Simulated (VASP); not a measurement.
SbW2: band structure with PBE

The system is SbW2.

```
Sb W
1.0
     0.00000    3.13301    3.13301
     3.13301    0.00000    3.13301
     3.13301    3.13301    0.00000
Sb W
1 2
Direct
  0.50000 0.50000 0.50000
  0.25000 0.25000 0.25000
  0.75000 0.75000 0.75000
```

The cell was built by a generator and needn't be a form met in nature.

```yaml
Program: VASP 6.6.1
Task: band structure
Functional: PBE
Potentials_or_basis: VASP PAW PBE potentials, release 64 (Sb, W)
Cutoff: 600 eV
k_mesh: 7 × 7 × 7
Occupations: fermi-dirac, width 0.05 eV
Spin: no spin polarisation
Further_INCAR_settings: ALGO = Normal; EDIFF = 1e-06; NBANDS = 16
```

```
Band gap along the path : none (metal or under the smearing width)
```

Levels at the corners of the path, in eV from the Fermi level:
```tsv
point	band 6	band 7	band 8	band 9	band 10	band 11	band 12	band 13
Γ	-3.02	0.89	1.63	1.63	1.63	3.49	3.49	4.56
X	-2.74	-2.48	0.07	0.07	0.40	0.40	1.77	3.32
X	-2.74	-2.48	0.07	0.07	0.40	0.40	1.77	3.32
W	-1.89	-1.89	-0.31	-0.31	0.23	0.69	0.95	3.45
W	-1.89	-1.89	-0.31	-0.31	0.23	0.69	0.95	3.45
K	-2.05	-1.78	-0.27	-0.05	0.27	0.41	1.12	3.46
K	-2.05	-1.78	-0.27	-0.05	0.27	0.41	1.12	3.46
Γ	-3.02	0.89	1.63	1.63	1.63	3.49	3.49	4.56
Γ	-3.02	0.89	1.63	1.63	1.63	3.49	3.49	4.56
L	-1.44	-0.90	-0.81	-0.48	-0.48	-0.32	-0.32	4.36
L	-1.44	-0.90	-0.81	-0.48	-0.48	-0.32	-0.32	4.36
U	-2.05	-1.78	-0.27	-0.05	0.27	0.41	1.12	3.46
U	-2.05	-1.78	-0.27	-0.05	0.27	0.41	1.12	3.46
W	-1.89	-1.89	-0.31	-0.31	0.23	0.69	0.95	3.45
W	-1.89	-1.89	-0.31	-0.31	0.23	0.69	0.95	3.45
L	-1.44	-0.90	-0.81	-0.48	-0.48	-0.32	-0.32	4.36
L	-1.44	-0.90	-0.81	-0.48	-0.48	-0.32	-0.32	4.36
K	-2.05	-1.78	-0.27	-0.05	0.27	0.41	1.12	3.46
U	-2.05	-1.78	-0.27	-0.05	0.27	0.41	1.12	3.46
X	-2.74	-2.48	0.07	0.07	0.40	0.40	1.77	3.32
```

Wall time 43 s on 1 thread of Intel(R) Xeon(R) 6975P-C (Granite Rapids), with other jobs on the host, peak memory 0.33 GiB.

Caveat: the log is that of the step along the path at fixed density, whose energy, stress, charges and moments have no meaning; spin-orbit coupling is left out, which moves the levels of the heavy elements.
